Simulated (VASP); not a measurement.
# CeBS2 (R-3m) in VASP: single point with LDA

Aim: the single point of CeBS2 with LDA.

Program: VASP 6.6.1. These are calculated values, not measurements. Logs are shortened: lines on timing, memory, paths and dates and some standing lists are left out, and cuts for length are marked.

## (1) Starting point

The structure is trigonal, space group R-3m (No. 166). Conventional cell: a = 3.821 Å, b = 3.821 Å, c = 19.493 Å, α = 90.00°, β = 90.00°, γ = 120.00°. Ce (site symmetry -3m) is surrounded by 6 S at 2.64 Å. B (site symmetry -3m) has 6 S at 2.84 Å as nearest neighbours. S (site symmetry 3m) has 3 Ce at 2.64 Å and 3 B at 2.84 Å as nearest neighbours.

The cell was built by a generator and needn't be a form met in nature.

## (2) Single point, LDA

INCAR reads:

```
PREC     = Accurate       # precision mode
ENCUT    = 520            # plane-wave cutoff, eV
EDIFF    = 1E-6           # SCF threshold, eV
ISMEAR   = -1             # smearing method
SIGMA    = 0.1            # smearing width, eV
LREAL    = F              # projectors in reciprocal space
LASPH    = T              # aspherical terms in the spheres
NELM     = 100            # most SCF steps
ALGO     = Fast           # electronic algorithm
ISIF     = 2              # what is computed and relaxed
LWAVE    = F              # write WAVECAR
LCHARG   = T              # write CHGCAR
LELF     = T              # ELF
LVHAR    = T            
NBANDS   = 22             # bands
```

KPOINTS reads:

```
regular mesh
0
Gamma
  6 6 6
```

POSCAR reads:

```
CeBS2
1.0
    3.8209214700      0.0000000000      0.0000000000
   -1.9104602300      3.3090167600      0.0000000000
    0.0000000000     -2.2060074500      6.4976678700
Ce B S
1 1 2
Direct
    0.5000000000      0.0000000000      0.5000000000
    0.0000000000      0.0000000000      0.0000000000
    0.2414600000      0.4829200000      0.7243800000
    0.7585400000      0.5170800000      0.2756200000
```

Potentials or basis: VASP PAW LDA potentials, release 64 (Ce, B, S).

Started as:

```
cat potpaw_LDA.64/Ce/POTCAR potpaw_LDA.64/B/POTCAR potpaw_LDA.64/S/POTCAR > POTCAR
mpirun -np 1 vasp_std > vasp.out
```

OUTCAR:

```text
PREC = Accurate
   ENCUT = 520
   EDIFF = 1E-6
   ISMEAR = -1
   LREAL = F
   LASPH = T
   NELM = 100
   ISIF = 2

 ion  position               nearest neighbor table
   1  0.500  0.000  0.500-   4 2.64   3 2.64   4 2.64   3 2.64   3 2.64   4 2.64
   2  0.000  0.000  0.000-
   3  0.241  0.483  0.724-   1 2.64   1 2.64   1 2.64
   4  0.759  0.517  0.276-   1 2.64   1 2.64   1 2.64

  LATTYP: Found a trigonal (rhomboedric) cell.
 ALAT       =     6.8619353406
 COS(alpha) =     0.8449708834

  Lattice vectors:

 A1 = (   0.0000000000,  -2.2060074500,   6.4976678700)
 A2 = (   1.9104612400,   1.1030093100,   6.4976678700)
 A3 = (  -1.9104602300,   1.1030093100,   6.4976678700)

Analysis of symmetry for initial positions (statically):
=====================================================================
 Subroutine PRICEL returns:
 Original cell was already a primitive cell.

 Routine SETGRP: Setting up the symmetry group for a
 trigonal (rhombohedral) supercell.

 Subroutine GETGRP returns: Found 12 space group operations
 (whereof 12 operations were pure point group operations)
 out of a pool of 12 trial point group operations.

The static configuration has the point symmetry D_3d.

Analysis of symmetry for dynamics (positions and initial velocities):
=====================================================================
 Subroutine PRICEL returns:
 Original cell was already a primitive cell.

 Routine SETGRP: Setting up the symmetry group for a
 trigonal (rhombohedral) supercell.

 Subroutine GETGRP returns: Found 12 space group operations
 (whereof 12 operations were pure point group operations)
 out of a pool of 12 trial point group operations.

The dynamic configuration has the point symmetry D_3d.

 Subroutine INISYM returns: Found 12 space group operations
 (whereof 12 operations are pure point group operations),
 and found     1 'primitive' translations

----------------------------------------------------------------------------------------

                                     Primitive cell

  volume of cell :      82.1532

  direct lattice vectors                    reciprocal lattice vectors
     3.820921470  0.000000000  0.000000000     0.261716973  0.151102247  0.051300357
    -1.910460230  3.309016760  0.000000000     0.000000000  0.302204574  0.102600741
     0.000000000 -2.206007450  6.497667870     0.000000000  0.000000000  0.153901372

  length of vectors
     3.820921470  3.820922691  6.861935341     0.306527959  0.319146544  0.153901372

  position of ions in fractional coordinates (direct lattice)
     0.500000000  0.000000000  0.500000000
     0.000000000  0.000000000  0.000000000
     0.241460000  0.482920000  0.724380000
     0.758540000  0.517080000  0.275620000

  ion indices of the primitive-cell ions
   primitive index   ion index
                 1           1
                 2           2
                 3           3
                 4           4

----------------------------------------------------------------------------------------

 KPOINTS: regular mesh

Automatic generation of k-mesh.
 Grid dimensions read from file:
 generate k-points for:    6    6    6

 Generating k-lattice:

  Cartesian coordinates                     Fractional coordinates (reciprocal lattice)
     0.043619495  0.025183708  0.008550060     0.166666667 -0.000000000 -0.000000000
     0.000000000  0.050367429  0.017100124     0.000000000  0.166666667  0.000000000
     0.000000000  0.000000000  0.025650229     0.000000000  0.000000000  0.166666667

  Length of vectors
     0.051087993  0.053191091  0.025650229

  Shift w.r.t. Gamma in fractional coordinates (k-lattice)
     0.000000000  0.000000000  0.000000000

 Subroutine IBZKPT returns following result:
 ===========================================

 Found     32 irreducible k-points:

 Following reciprocal coordinates:
            Coordinates               Weight
  0.000000  0.000000  0.000000      1.000000
  0.166667  0.000000  0.000000      6.000000
  0.333333  0.000000  0.000000      6.000000
  0.500000  0.000000 -0.000000      3.000000
  0.000000  0.166667  0.000000      6.000000
  0.166667  0.166667  0.000000     12.000000
[... 16 lines left out ...]
  0.000000  0.333333  0.166667      6.000000
  0.166667  0.333333  0.166667     12.000000
 [... further k-points ...]
   k-points           NKPTS =     32   k-points in BZ     NKDIM =     32   number of bands    NBANDS=     22
   number of dos      NEDOS =    301   number of ions     NIONS =      4
   total plane-waves  NPLWV =  42336
   dimension x,y,z NGX =    28 NGY =   28 NGZ =   54
   dimension x,y,z NGXF=    56 NGYF=   56 NGZF=  108
   ions per type =               1   1   2
   NGX,Y,Z   is equivalent  to a cutoff of  12.18, 12.18, 13.08 a.u.
   NGXF,Y,Z  is equivalent  to a cutoff of  24.37, 24.37, 26.17 a.u.
 SYSTEM =  unknown system
   PREC   = accura    normal or accurate (medium, high low for compatibility)
   ISTART =      0    job   : 0-new  1-cont  2-samecut
   ICHARG =      2    charge: 1-file 2-atom 10-const
   ISPIN  =      1    spin polarized calculation?
   LNONCOLLINEAR =      F non collinear calculations
   LSORBIT =      F    spin-orbit coupling
   LASPH  =      T    aspherical Exc in radial PAW
   ENCUT  =  520.0 eV  38.22 Ry    6.18 a.u.   7.10  7.10 12.76*2*pi/ulx,y,z
   NELM   =    100;   NELMIN=  2; NELMDL= -5     # of ELM steps
   EDIFF  = 0.1E-05   stopping-criterion for ELM
   LREAL  =      F    real-space projection
   EDIFFG = 0.1E-04   stopping-criterion for IOM
   NSW    =      0    number of steps for IOM
   IBRION =     -1    ionic relax: 0-MD 1-quasi-New 2-CG
   NFREE  =      0    steps in history (QN), initial steepest desc. (CG)
   ISIF   =      2    stress and relaxation
   ISYM   =      2    0-nonsym 1-usesym 2-fastsym
   POTIM  = 0.5000    time-step for ionic-motion
   TEBEG  =    0.0;   TEEND  =   0.0 temperature during run
   PSTRESS=    0.0 pullay stress
   NELECT =      27.0000    total number of electrons
   NUPDOWN=      -1.0000    fix difference up-down
   EMIN   =  10.00;   EMAX   =-10.00  energy-range for DOS
   EFERMI =   0.00;   METHOD = LEGACY
   ISMEAR =    -1;   SIGMA  =   0.10  broadening in eV -4-tet -1-fermi 0-gaus
   EFERMI_NEDOS =   21; number of points for ismear=-14 and -15
   IALGO  =     68    algorithm
   IMIX   =      4    mixing-type and parameters
     AMIX     =   0.40;   BMIX     =  1.00
     AMIX_MAG =   1.60;   BMIX_MAG =  1.00
  volume/ion in A,a.u.               =      20.54       138.60
  Fermi-wavevector in a.u.,A,eV,Ry     =   1.129764  2.134945 17.366036  1.276368
  Thomas-Fermi vector in A             =   2.266459
   LORBIT       =      0    0 simple, 1 ext, 2 COOP (PROOUT), +10 PAW based schemes
   GGA     = CA    functional components
   LHFCALC =     F    Hartree Fock is set to
   AEXX    =    0.0000 exact exchange contribution
   IVDW    =     0    specifies the selected vdW correction
   LEPSILON=     F    determine dielectric tensor
   LRPA    =     F    only Hartree local field effects (RPA)
 non-spin polarized calculation
 RMM-DIIS sequential band-by-band and
  energy-cutoff  :      520.00
  volume of cell :       82.15
 maximum number of plane-waves:      2231
   NGX = 15   NGY = 15   NGZ = 25

 number of electron      26.9999999 magnetization

 Free energy of the ion-electron system (eV)
  ---------------------------------------------------
  ext. energy  EPLUGINS =         0.00000000
  ---------------------------------------------------
  free energy    TOTEN  =       -23.78553623 eV

  energy without entropy =      -23.56711526  energy(sigma->0) =      -23.67632575

 E-fermi :   6.0445     XC(G=0): -10.2330

 val. band max:        6.0415139786   @ k =   0.1667   0.1667   0.3333
 cond. band min:       6.0469407974   @ k =   0.1667   0.1667   0.1667
 fundamental gap:      0.0054268187
 Fermi energy:         6.0445008123

 k-point     1 :       0.0000    0.0000    0.0000
  band No.  band energies     occupation
      1     -28.3783      2.00000
      2     -12.1414      2.00000
      3     -11.0452      2.00000
      4     -11.0452      2.00000
      5      -7.7223      2.00000
      6      -5.8120      2.00000
[... 14 lines left out ...]
     21       7.6765      0.00000
     22       7.6768      0.00000

 k-point     2 :       0.1667    0.0000    0.0000
  band No.  band energies     occupation
      1     -28.3495      2.00000
      2     -12.0091      2.00000
      3     -11.5291      2.00000
      4     -11.1144      2.00000
      5      -7.2294      2.00000
      6      -6.0994      2.00000
[... 14 lines left out ...]
     21       7.3765      0.00000
     22       7.7038      0.00000

 k-point     3 :       0.3333    0.0000    0.0000
  band No.  band energies     occupation
      1     -28.2911      2.00000
      2     -12.2947      2.00000
      3     -11.6655      2.00000
      4     -11.2479      2.00000
      5      -7.0483      2.00000
      6      -6.0296      2.00000
[... 14 lines left out ...]
     21       7.1952      0.00002
     22       7.4081      0.00000

 k-point     4 :       0.5000    0.0000   -0.0000
  band No.  band energies     occupation
      1     -28.2615      2.00000
      2     -12.5983      2.00000
      3     -11.4797      2.00000
      4     -11.3124      2.00000
      5      -7.3377      2.00000
      6      -5.6387      2.00000
[... 14 lines left out ...]
     21       7.0937      0.00006
     22       7.1526      0.00003

 k-point     5 :       0.0000    0.1667    0.0000
  band No.  band energies     occupation
      1     -28.3495      2.00000
      2     -12.0114      2.00000
      3     -11.5282      2.00000
      4     -11.1145      2.00000
      5      -7.1960      2.00000
      6      -6.1448      2.00000
[... 14 lines left out ...]
     21       7.2941      0.00001
     22       7.8231      0.00000

 k-point     6 :       0.1667    0.1667    0.0000
  band No.  band energies     occupation
      1     -28.3058      2.00000
      2     -12.0337      2.00000
      3     -11.8018      2.00000
      4     -11.2946      2.00000
      5      -6.6422      2.00000
      6      -6.4657      2.00000
[... 14 lines left out ...]
     21       7.2900      0.00001
     22       8.2993      0.00000

 k-point     7 :       0.3333    0.1667    0.0000
  band No.  band energies     occupation
      1     -28.2614      2.00000
      2     -12.4160      2.00000
      3     -11.6238      2.00000
      4     -11.4615      2.00000
      5      -6.9524      2.00000
      6      -5.9527      2.00000
[... 324 lines left out ...]
      6      -6.4275      2.00000
[... 14 lines left out ...]
     21       7.2530      0.00001
     22       7.9815      0.00000

 k-point    21 :       0.3333    0.1667    0.1667
  band No.  band energies     occupation
      1     -28.2615      2.00000
      2     -12.4158      2.00000
      3     -11.6251      2.00000
      4     -11.4623      2.00000
      5      -6.9537      2.00000
      6      -5.9420      2.00000
[... 14 lines left out ...]
     21       7.4154      0.00000
     22       7.8097      0.00000

 k-point    22 :       0.5000    0.1667    0.1667
  band No.  band energies     occupation
      1     -28.2615      2.00000
      2     -12.4174      2.00000
      3     -11.6219      2.00000
      4     -11.4619      2.00000
      5      -6.8931      2.00000
      6      -6.0418      2.00000
[... 14 lines left out ...]
     21       7.3580      0.00000
     22       8.0043      0.00000

 k-point    23 :       0.0000    0.3333    0.1667
  band No.  band energies     occupation
      1     -28.2910      2.00000
      2     -12.2955      2.00000
      3     -11.6711      2.00000
      4     -11.2482      2.00000
      5      -6.9845      2.00000
      6      -6.0851      2.00000
[... 14 lines left out ...]
     21       6.9984      0.00014
     22       7.4120      0.00000

 k-point    24 :       0.1667    0.3333    0.1667
  band No.  band energies     occupation
      1     -28.2615      2.00000
      2     -12.4163      2.00000
      3     -11.6248      2.00000
      4     -11.4629      2.00000
      5      -6.9267      2.00000
      6      -5.9792      2.00000
[... 14 lines left out ...]
     21       7.3417      0.00000
     22       7.8174      0.00000

 [... further k-points ...]

------------------------ aborting loop because EDIFF is reached ----------------------------------------

  FORCE on cell =-STRESS in cart. coord.  units (eV):
  Direction    XX          YY          ZZ          XY          YZ          ZX
  --------------------------------------------------------------------------------------
  -------------------------------------------------------------------------------------
  Total        3.7926212      3.7926251      0.4349446      0.0000006      0.0000002      0.0000000
  in kB       73.9648643     73.9649404      8.4824240      0.0000113      0.0000049      0.0000004
  external PRESSURE =      52.1374096 kB  Pullay stress =       0.0000000 kB

 VOLUME and BASIS-vectors are now :
 -----------------------------------------------------------------------------
  energy-cutoff  :      520.00
  volume of cell :       82.15
      direct lattice vectors                 reciprocal lattice vectors
     3.820921470  0.000000000  0.000000000     0.261716973  0.151102247  0.051300357
    -1.910460230  3.309016760  0.000000000     0.000000000  0.302204574  0.102600741
     0.000000000 -2.206007450  6.497667870     0.000000000  0.000000000  0.153901372

 POSITION                                       TOTAL-FORCE (eV/Angst)
 -----------------------------------------------------------------------------------
      1.91046     -1.10300      3.24883         0.000000      0.000000     -0.000000
      0.00000      0.00000      0.00000        -0.000000      0.000000     -0.000000
      0.00000      0.00000      4.70678         0.000000      0.000001      1.628850
      1.91046      1.10301      1.79089        -0.000000     -0.000001     -1.628850
 -----------------------------------------------------------------------------------
    total drift:                               -0.000000     -0.000000      0.000000

  FREE ENERGIE OF THE ION-ELECTRON SYSTEM (eV)
  ---------------------------------------------------
  free  energy   TOTEN  =       -23.7855362299 eV

  energy  without entropy=      -23.5671152616  energy(sigma->0) =      -23.67632575
```

It took 2.5 min on 1 thread of Intel Xeon Platinum 8259CL at 2.50GHz (Skylake/Cascade Lake), shared host; peak memory 0.22 GiB.

What came out:

* Free energy: -23.7855 eV
* Pressure: 5.2 GPa
* Largest force: 1.629 eV/Å
* Band gap on the k mesh: none (metal or under the smearing width)

Forces in eV/Å, atoms in the order of the input:
```
Ce   0.000  0.000  0.000
B    0.000  0.000  0.000
S    0.000  0.000  1.629
S    0.000  0.000 -1.629
```

Caveat: the run has no spin polarisation, though such a crystal can be magnetic; without U or exact exchange the open f shell lies at the Fermi level, which spoils levels, moments and volumes; forces of over 1 eV/Å show positions far from the minimum, so gaps and moduli don't describe the material at rest. Spin polarisation is off, so any magnetic state and its effect on volume and gap are missing.
